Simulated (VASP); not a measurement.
Given:

```
CELL_PARAMETERS angstrom
      0.00000     1.73461     1.73461
      1.73461     0.00000     1.73461
      1.73461     1.73461     0.00000
ATOMIC_POSITIONS crystal
  C  0.00000 0.00000 0.00000
  C  0.25000 0.25000 0.25000
```

All values below come from PBE GGA, VASP's PBE PAW potentials (set 64) (plane waves; VASP 6.6.1). Run with PREC = Normal, 500 eV cut-off, 6×6×6 Γ-centred mesh, Gaussian smearing of 0.010 eV, potentials C_GW_new.

### Question
Give the stress tensor in GPa (positive for a compressed cell).

### Answer

```
44.47   0.00   0.00
 0.00  44.47   0.00
 0.00   0.00  44.47
```
The pressure is its mean diagonal, 44.47 GPa.

The compound is C in the diamond structure. This cell is one point of a volume scan, at 0.92 of the reference volume. The k-mesh is coarse (spacing up to 0.52 per Å, 2π included), so the numbers may not be converged in it.
